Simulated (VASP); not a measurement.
Input:

```
Hg3ZnTe4
1.0
   -0.00663     6.39799     6.42324
    6.39799    -0.00663     6.42324
    3.19568     3.19568     0.00000
Zn Te Hg
1 4 3
Direct
  0.00096   0.00096   0.99808
  0.11488   0.11488   0.27025
  0.11970   0.64151   0.23879
  0.64151   0.11970   0.23879
  0.62535   0.62535   0.24930
  0.00332   0.49643   0.00025
  0.49643   0.00332   0.00025
  0.49786   0.49786   0.00429
```

The numbers are results of PBEsol GGA, VASP's PBE PAW potentials (set 64) (plane waves; VASP), not measurements. Run with 400 eV cut-off, 4×4×7 Γ-centred mesh, tetrahedra with Blöchl corrections, potentials Zn Te Hg.

The cores are frozen, which limits the accuracy of field gradients.

Give the principal components of the electric field gradient (V/Å²) and the asymmetry η at each nucleus.

```json
[
 {"atom": "Zn1", "Vxx": "-4.8", "Vyy": "0.0", "Vzz": "4.8", "η": "0.99"},
 {"atom": "Te2", "Vxx": "20.3", "Vyy": "11.4", "Vzz": "-31.7", "η": "0.28"},
 {"atom": "Te3", "Vxx": "11.3", "Vyy": "1.0", "Vzz": "-12.3", "η": "0.83"},
 {"atom": "Te4", "Vxx": "11.3", "Vyy": "1.0", "Vzz": "-12.3", "η": "0.83"},
 {"atom": "Te5", "Vxx": "9.0", "Vyy": "0.2", "Vzz": "-9.2", "η": "0.96"},
 {"atom": "Hg6", "Vxx": "20.0", "Vyy": "7.1", "Vzz": "-27.0", "η": "0.48"},
 {"atom": "Hg7", "Vxx": "20.0", "Vyy": "7.1", "Vzz": "-27.0", "η": "0.48"},
 {"atom": "Hg8", "Vxx": "-18.1", "Vyy": "-6.6", "Vzz": "24.7", "η": "0.47"}
]
```

The structure was generated: Hg3ZnTe4 was put into an ordered model structure (Amm2), which need not be its known phase. It was relaxed first.
